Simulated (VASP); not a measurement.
All values below come from PBE GGA, VASP's PBE PAW potentials (set 64) (plane waves; VASP).

A VASP calculation is set up with these files.

### KPOINTS
```
Automatic mesh
0
Gamma
8 8 8
0 0 0
```

**INCAR**
```
! general
SYSTEM  = Ni3Al
PREC    = Accurate
ENCUT   = 400
LREAL   = .FALSE.
LASPH   = .TRUE.

! electronic loop
EDIFF   = 1E-6
NELM    = 100
ALGO    = Normal
IMIX    = 1
AMIX    = 0.6
BMIX    = 1.0
LMAXMIX = 4

! smearing
ISMEAR  = 1
SIGMA   = 0.1

! functional
GGA     = PE

! spin
ISPIN   = 2
MAGMOM  = 0.0 0.5 0.5 0.5

! ions
ISIF    = 2

! output
LWAVE   = .FALSE.
LCHARG  = .FALSE.
LORBIT  = 10
```

POSCAR:
```
Ni3Al
1
    3.5700000000     0.0000000000     0.0000000000
    0.0000000000     3.5700000000     0.0000000000
    0.0000000000     0.0000000000     3.5700000000
Al Ni
1 3
Direct
  0.0000000000   0.0000000000   0.0000000000
  0.0000000000   0.5000000000   0.5000000000
  0.5000000000   0.0000000000   0.5000000000
  0.5000000000   0.5000000000   0.0000000000
```

POTCAR, in this order: Al Ni (PBE.64 set). Program: vasp_std.

What VASP printed:

**OSZICAR**
```
       N       E                     dE             d eps       ncg     rms          rms(c)
DAV:   1     0.170006201208E+03    0.17001E+03   -0.12248E+04  2956   0.164E+03
DAV:   2    -0.177068617934E+02   -0.18771E+03   -0.17985E+03  2940   0.328E+02
DAV:   3    -0.259040294174E+02   -0.81972E+01   -0.76720E+01  3305   0.936E+01
DAV:   4    -0.260478426659E+02   -0.14381E+00   -0.14321E+00  3379   0.110E+01
DAV:   5    -0.260526086757E+02   -0.47660E-02   -0.47643E-02  3519   0.191E+00    0.194E+01
DAV:   6    -0.398940735326E+02   -0.13841E+02   -0.14025E+02  3285   0.202E+02    0.395E+01
DAV:   7    -0.797577442683E+02   -0.39864E+02   -0.55219E+02  3540   0.326E+02    0.605E+01
DAV:   8    -0.161709247721E+03   -0.81952E+02   -0.17315E+03  2940   0.731E+02    0.146E+02
DAV:   9    -0.149084499186E+03    0.12625E+02   -0.20805E+03  3409   0.397E+02    0.905E+01
DAV:  10    -0.280976403143E+03   -0.13189E+03   -0.40114E+03  3028   0.108E+03    0.204E+02
DAV:  11    -0.137449011129E+03    0.14353E+03   -0.28537E+03  3468   0.400E+02    0.145E+02
DAV:  12    -0.269642526760E+03   -0.13219E+03   -0.43957E+03  3365   0.109E+03    0.172E+02
DAV:  13    -0.133673373385E+03    0.13597E+03   -0.30304E+03  3606   0.407E+02    0.166E+02
DAV:  14    -0.261382933905E+03   -0.12771E+03   -0.41581E+03  3382   0.107E+03    0.164E+02
DAV:  15    -0.137514741390E+03    0.12387E+03   -0.30551E+03  3690   0.409E+02    0.164E+02
DAV:  16    -0.274506501510E+03   -0.13699E+03   -0.44501E+03  3381   0.109E+03    0.175E+02
DAV:  17    -0.135513006286E+03    0.13899E+03   -0.31106E+03  3649   0.408E+02    0.177E+02
DAV:  18    -0.269791256480E+03   -0.13428E+03   -0.44179E+03  3346   0.109E+03    0.190E+02
DAV:  19    -0.132313453211E+03    0.13748E+03   -0.31300E+03  3624   0.409E+02    0.207E+02
DAV:  20    -0.282850253793E+03   -0.15054E+03   -0.45873E+03  3447   0.110E+03    0.245E+02
DAV:  21    -0.157031052683E+03    0.12582E+03   -0.32309E+03  3673   0.408E+02    0.293E+02
DAV:  22    -0.353716977201E+03   -0.19669E+03   -0.48754E+03  3376   0.115E+03    0.394E+02
DAV:  23    -0.172586471482E+03    0.18113E+03   -0.31905E+03  3710   0.401E+02    0.528E+02
DAV:  24    -0.387871878521E+03   -0.21529E+03   -0.50440E+03  3466   0.116E+03    0.738E+02
DAV:  25    -0.163622029670E+03    0.22425E+03   -0.31917E+03  3758   0.403E+02    0.104E+03
DAV:  26     0.883722267105E+02    0.25199E+03   -0.32764E+03  4172   0.883E+02    0.144E+03
DAV:  27    -0.112674850902E+03   -0.20105E+03   -0.15818E+03  3481   0.466E+02    0.205E+03
DAV:  28    -0.199835619427E+03   -0.87161E+02   -0.66779E+02  3206   0.484E+02    0.291E+03
DAV:  29    -0.271836025413E+03   -0.72000E+02   -0.11542E+03  3500   0.502E+02    0.412E+03
DAV:  30     0.562032941676E+02    0.32804E+03   -0.17068E+03  3610   0.616E+02    0.577E+03
DAV:  31    -0.961771358682E+02   -0.15238E+03   -0.22046E+03  3302   0.408E+02    0.805E+03
```

**stdout**
```
...
DAV:   8    -0.161709247721E+03   -0.81952E+02   -0.17315E+03  2940   0.731E+02    0.146E+02
DAV:   9    -0.149084499186E+03    0.12625E+02   -0.20805E+03  3409   0.397E+02    0.905E+01
DAV:  10    -0.280976403143E+03   -0.13189E+03   -0.40114E+03  3028   0.108E+03    0.204E+02
DAV:  11    -0.137449011129E+03    0.14353E+03   -0.28537E+03  3468   0.400E+02    0.145E+02
DAV:  12    -0.269642526760E+03   -0.13219E+03   -0.43957E+03  3365   0.109E+03    0.172E+02
DAV:  13    -0.133673373385E+03    0.13597E+03   -0.30304E+03  3606   0.407E+02    0.166E+02
DAV:  14    -0.261382933905E+03   -0.12771E+03   -0.41581E+03  3382   0.107E+03    0.164E+02
DAV:  15    -0.137514741390E+03    0.12387E+03   -0.30551E+03  3690   0.409E+02    0.164E+02
DAV:  16    -0.274506501510E+03   -0.13699E+03   -0.44501E+03  3381   0.109E+03    0.175E+02
DAV:  17    -0.135513006286E+03    0.13899E+03   -0.31106E+03  3649   0.408E+02    0.177E+02
DAV:  18    -0.269791256480E+03   -0.13428E+03   -0.44179E+03  3346   0.109E+03    0.190E+02
DAV:  19    -0.132313453211E+03    0.13748E+03   -0.31300E+03  3624   0.409E+02    0.207E+02
DAV:  20    -0.282850253793E+03   -0.15054E+03   -0.45873E+03  3447   0.110E+03    0.245E+02
DAV:  21    -0.157031052683E+03    0.12582E+03   -0.32309E+03  3673   0.408E+02    0.293E+02
DAV:  22    -0.353716977201E+03   -0.19669E+03   -0.48754E+03  3376   0.115E+03    0.394E+02
DAV:  23    -0.172586471482E+03    0.18113E+03   -0.31905E+03  3710   0.401E+02    0.528E+02
DAV:  24    -0.387871878521E+03   -0.21529E+03   -0.50440E+03  3466   0.116E+03    0.738E+02
DAV:  25    -0.163622029670E+03    0.22425E+03   -0.31917E+03  3758   0.403E+02    0.104E+03
DAV:  26     0.883722267105E+02    0.25199E+03   -0.32764E+03  4172   0.883E+02    0.144E+03
DAV:  27    -0.112674850902E+03   -0.20105E+03   -0.15818E+03  3481   0.466E+02    0.205E+03
DAV:  28    -0.199835619427E+03   -0.87161E+02   -0.66779E+02  3206   0.484E+02    0.291E+03
DAV:  29    -0.271836025413E+03   -0.72000E+02   -0.11542E+03  3500   0.502E+02    0.412E+03
DAV:  30     0.562032941676E+02    0.32804E+03   -0.17068E+03  3610   0.616E+02    0.577E+03
DAV:  31    -0.961771358682E+02   -0.15238E+03   -0.22046E+03  3302   0.408E+02    0.805E+03

 -----------------------------------------------------------------------------
|                     _     ____    _    _    _____     _                     |
|                    | |   |  _ \  | |  | |  / ____|   | |                    |
|                    | |   | |_) | | |  | | | |  __    | |                    |
|                    |_|   |  _ <  | |  | | | | |_ |   |_|                    |
|                     _    | |_) | | |__| | | |__| |    _                     |
|                    (_)   |____/   \____/   \_____|   (_)                    |
|                                                                             |
|                                                                             |
|      internal error in RAD_INT: RHOPS /= RHOAE                              |
|                                                                             |
|     If you are not a developer, you should not encounter this problem.      |
|     Please submit a bug report.                                             |
|                                                                             |
 -----------------------------------------------------------------------------
```

VASP stops with an error: internal error in RAD_INT: RHOPS /= RHOAE If you are not a developer, you should not encounter this problem. Please submit a bug report.

The compound is Ni3Al in the L1_2 structure. The cell was not relaxed at this level. The run is one of a series of settings (AMIX = 0.6, BMIX = 1.0, IMIX = 1 against the base run), some of them coarse on purpose.
